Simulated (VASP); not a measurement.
Here is the system:

```yaml
crystal:
  lattice:
    - [1.56950, -2.78583, 0.00000]
    - [1.56950, 2.78583, 0.00000]
    - [0.00000, 0.00000, 3.42339]
  atoms:
    - { symbol: Hf, position: [0.00000, 0.00000, 0.00000] }
    - { symbol: B, position: [0.33333, 0.66667, 0.50000] }
    - { symbol: B, position: [0.67318, 0.33985, 0.50000] }
```

Method: TPSS meta-GGA, VASP's PBE PAW potentials (set 64) (plane waves; VASP). Numerical set-up: 520 eV cut-off, 10×10×8 Γ-centred mesh, first-order Methfessel-Paxton smearing of 0.10 eV, potentials Hf_pv B.

Task: Which forces act on the atoms, in eV/Å?

Result: 
```csv
atom,Fx,Fy,Fz
Hf1,0.152,0.002,0.000
B2,0.168,0.047,0.000
B3,-0.320,-0.049,0.000
```

Task: Give the stress tensor in GPa (positive for a compressed cell).

Result: 
```
 -1.13    0.07    0.00
  0.07  -13.91    0.00
  0.00    0.00    2.49
```
The pressure is its mean diagonal, -4.18 GPa.

The compound is HfB2 in the AlB2 type structure. The cell was not relaxed at this level, atoms are displaced from their ideal sites. The run is one of a series of settings (GGA removed, LMIXTAU = .TRUE., METAGGA = TPSS against the base run), some of them coarse on purpose.
